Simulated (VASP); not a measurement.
A convergence study with VASP on BN (wurtzite): one setting is varied, all else stays as given below, so the limit is that of these other settings. Each run relaxes cell and ions from the cell shown.

```yaml
crystal:
  lattice:
    - [1.27500, -2.20837, 0.00000]
    - [1.27500, 2.20837, 0.00000]
    - [0.00000, 0.00000, 4.22000]
  atoms:
    - { symbol: B, position: [0.66667, 0.33333, 0.50000] }
    - { symbol: B, position: [0.33333, 0.66667, 0.00000] }
    - { symbol: N, position: [0.66667, 0.33333, 0.87500] }
    - { symbol: N, position: [0.33333, 0.66667, 0.37500] }
```

Method: PBE GGA, VASP's PBE PAW potentials (set 64) (plane waves; VASP). The tightest run used: 700 eV cut-off, 14×14×8 Γ-centred mesh, Gaussian smearing of 0.050 eV, potentials B N.

```
setting     relaxed volume (Å³/atom)  E (eV/atom)  irreducible k-points
----------  ------------------------  -----------  --------------------
2×2×1 mesh                     6.020      -8.3311                     2
3×3×2 mesh                     5.999      -8.6172                     6
4×4×2 mesh                     5.977      -8.6925                     8
```

Q: These are the cheaper rows. Estimate the results at 14×14×8 mesh, and how far the last row shown lies from them.

A: 
| quantity | tightest run | last row shown is off by |
|---|---|---|
| relaxed volume (Å³/atom) | 5.969 | 0.008 |
| E (eV/atom) | -8.7118 | 0.0193 |

Left out are rungs that failed or repeat a setting and relaxations that didn't move; long series are thinned to 24 rows.

The compound is BN in the wurtzite structure, a metastable high-pressure form.
